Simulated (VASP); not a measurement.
Here is a VASP 6.6.1 calculation.

The input INCAR:

```
PREC = Accurate
ENCUT = 520
EDIFF = 1E-7
ISMEAR = 0
SIGMA = 0.1
LREAL = F
LASPH = T
NELM = 60
ALGO = Normal
ISIF = 2
LWAVE = F
LCHARG = F
GGA = PE
```

KPOINTS

```
Automatic mesh
0
Gamma
  18 18 18
```

Contents of POSCAR:

```
Mo                                      
1.0
   -1.6272950970      1.6272950970      1.6272950970
    1.6272950970     -1.6272950970      1.6272950970
    1.6272950970      1.6272950970     -1.6272950970
  Mo            
     1
Direct
     0.0000000000000000    0.0000000000000000    0.0000000000000000
```

Potentials or basis: VASP PAW PBE potentials, release 64 (Mo_sv).

Launch:

```sh
$ cat potpaw_PBE.64/Mo_sv/POTCAR > POTCAR
$ mpirun -np 1 vasp_std > vasp.out
```

(1) Predict the pressure.

(2) What does it give for the band gap on the k mesh?

## Answers

(1) -18.6 GPa.

(2) none (metal or under the smearing width).

Caveat: so large a pressure means that the cell lies far from this level's equilibrium, or that cutoff or potentials fall short.
